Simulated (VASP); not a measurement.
Al (fcc): the lattice constant a from VASP (plane waves, PAW) at several levels of theory. Static lattice.

| level | lattice constant a (Å) | error against measurement |
|---|---|---|
| LDA | 3.985 | -0.8 % |
| PBE | 4.037 | +0.5 % |
| PBEsol | 4.016 | -0.1 % |
| RPBE | 4.060 | +1.0 % |
| AM05 | 4.008 | -0.3 % |
| PBE-D3(BJ) | 3.983 | -0.9 % |
| PBE-D4 | 3.986 | -0.8 % |
| optB88-vdW | 4.051 | +0.8 % |
| rev-vdW-DF2 | 4.034 | +0.4 % |
| revTPSS | 4.007 | -0.3 % |
| SCAN | 4.006 | -0.3 % |
| r2SCAN | 3.989 | -0.7 % |
| r2SCAN+rVV10 | 3.985 | -0.8 % |

Measured: 4.018 Å at 0 K (as given by Daniel Mejia-Rodriguez et al., Physical Review B (2018), arXiv:1807.09216; static lattice: zero-point anharmonic expansion removed).

The cell of the LDA run:

```xyz
1
Lattice="0.0000 1.9923 1.9923 1.9923 0.0000 1.9923 1.9923 1.9923 0.0000" Properties=species:S:1:pos:R:3 pbc="T T T"
Al     0.0000     0.0000     0.0000
```

Only levels that ran to the end are used. Left out are those held back, those with too coarse a band path, GW runs whose mesh misses a band edge, hybrids' fits of cells that aren't cubic and levels without matching references; a question may draw on a part of the rest.

The compound is Al in the fcc structure.
